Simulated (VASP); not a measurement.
# TiC (Fm-3m) under a change of volume

Wanted: the elastic response of TiC to a change of volume, with a fit that predicts a row left out.

Main program and level: VASP 6.6.1; PBEsol; plane waves and PAW (Ti_sv, C), in the first sound run; inputs show where later runs differ.

Most raw output is cut from this account.

### Step 1. Starting point

Symmetry: Fm-3m, No. 225, cubic system. The conventional cell has a = 4.330 Å, b = 4.330 Å, c = 4.330 Å, α = 90.00°, β = 90.00°, γ = 90.00°. Nearest to Ti lie 6 C at 2.17 Å. C has 6 Ti at 2.17 Å nearest. Farther neighbours are not listed.

### Step 2. Relax the crystal, PBEsol

The series starts from the cell that this level prefers, so that zero strain is near zero stress.

This step took 2 runs in a row; the last is shown.

Level: PBEsol; plane waves and PAW (Ti_sv, C).

Input file INCAR:

```
SYSTEM = TiC
PREC = Accurate
ENCUT = 600
EDIFF = 1E-07
NELM = 120
ISMEAR = 1
SIGMA = 0.15
LREAL = .FALSE.
ALGO = Normal
GGA = PS
NBANDS = 14
LASPH = .TRUE.
LORBIT = 11
LWAVE = .FALSE.
LCHARG = .FALSE.
KPAR = 8
IBRION = 2
NSW = 40
ISIF = 3
EDIFFG = -0.005
POTIM = 0.4
```

Input file POSCAR:

```
TiC
1.0
    0.0000000000      2.1470886977      2.1470886977
    2.1470886977      0.0000000000      2.1470886977
    2.1470886977      2.1470886977      0.0000000000
Ti C
1 1
Direct
    0.0000000000      0.0000000000      0.0000000000
    0.5000000000      0.5000000000      0.5000000000
```

Input file KPOINTS:

```
Automatic mesh
0
Gamma
20 20 20
0 0 0
```

The projector-augmented-wave data sets are Ti_sv and C (PBE family, release 64).

Run with:

```bash
> mpirun -np 8 vasp_std
```

Wall time 5.4 s (8 MPI ranks of Intel Xeon 6975P-C (Granite Rapids), shared host); peak memory 1.6 GiB; 39 s of CPU time.

Read from the output:

```
energy(sigma→0) of the program : -19.8029 eV
stress, compression positive   : xx, yy, zz -0.01, -0.01, -0.01 GPa
volume                         : 19.796 Å³
ionic steps                    : 1
```

### Step 3. Relax at fixed volume, PBEsol

One member in full: the volume is scaled by 1.01, and the cell is held.

Level: PBEsol; plane waves and PAW (Ti_sv, C).

Edit INCAR of step 2 so:

```diff
@@ -15,7 +15,8 @@
 LCHARG = .FALSE.
-KPAR = 8
+KPAR = 2
 IBRION = 2
 NSW = 40
-ISIF = 3
-EDIFFG = -0.005
+ISIF = 2
+EDIFFG = -0.004
 POTIM = 0.4
+MAXMIX = 40
```

Input file POSCAR:

```
TiC
1.0
    0.0000000000      2.1542219351      2.1542219351
    2.1542219351      0.0000000000      2.1542219351
    2.1542219351      2.1542219351      0.0000000000
Ti C
1 1
Direct
    0.0000000000      0.0000000000      0.0000000000
    0.5000000000      0.5000000000      0.5000000000
```

KPOINTS is that of step 2.

Run with:

```bash
> mpirun -np 2 vasp_std
```

Wall time 14 s (2 MPI ranks); peak memory 0.4 GiB.

Read from the output:

| Quantity | Value |
| --- | --- |
| energy(sigma→0) of the program | -19.8015 eV |
| stress, compression positive | xx, yy, zz -2.60, -2.60, -2.60 GPa |
| ionic steps | 1 |

### Step 4. All members

The other members went through these steps as far as the tables show, with the same cutoff and, step by step, the same mesh; 9 runs are not shown. The session took 0.12 core hours (wall time by ranks) on a shared machine.

```
volume over the relaxed volume  volume (Å³/atom)  pressure (GPa)  energy above the unstrained row, extrapolated to no smearing (meV/atom)
                         0.940             9.304          18.612                                                                   33.507
                         0.960             9.502          11.780                                                                   14.557
                         0.980             9.700           5.584                                                                    3.643
                         0.990             9.799           2.724                                                                    0.960
                             1             9.898          -0.006                                                                    0.000
                         1.010             9.997          -2.602                                                                    0.690
                         1.020            10.096          -5.076                                                                    2.941
                         1.040            10.294               ?                                                                        ?
                         1.060            10.492         -13.797                                                                   26.131
```

### Step 5. A fit to the known rows

A least-squares cubic through the 8 rows shown, with u the logarithm of the volume ratio: pressure = − 468.6 u³ + 533.4 u² − 266.1 u − 0.008046 (GPa), r.m.s. residual 0.0030 GPa.

For the withheld row, u = 0.03922, the fit gives -9.654 GPa.

### Step 6. Prediction against calculation

The calculation gives -9.664 GPa, so the prediction is 0.010 GPa too high, more than twice the residual of the fit.

A cubic of the pressure in ln(V/V₀) through all rows has the slope −B at V₀: B = 266 GPa, and its curvature gives B′ = 4.0.

### Step 7. What came out

- error of the predicted pressure: 0.010 GPa
- bulk modulus: 266 GPa

What this shows: The slope of the energy gives 0.20 GPa at the relaxed volume where the pressure column has -0.01 GPa, a mark of the finite basis or of the smearing. These are static values: temperature and zero-point motion are left out. In a metal the slopes also depend on mesh and smearing, which were held through the series.

[Lines on the potential files, build, host, timing and source positions are cut from VASP's logs without a mark.]

[Logs are printed without paths, hosts, clocks, repeated set-up lines and the standing remarks that a program may print on its own settings, such as how far it seeks lower states.]

[Hosts, paths, dates, database ids (printed as entryN), source tags and the programs' standing remarks are cut or masked in the printed files.]

[In band tables of VASP the shares of atoms and orbitals are scaled to a sum of 1 inside the atoms' spheres.]
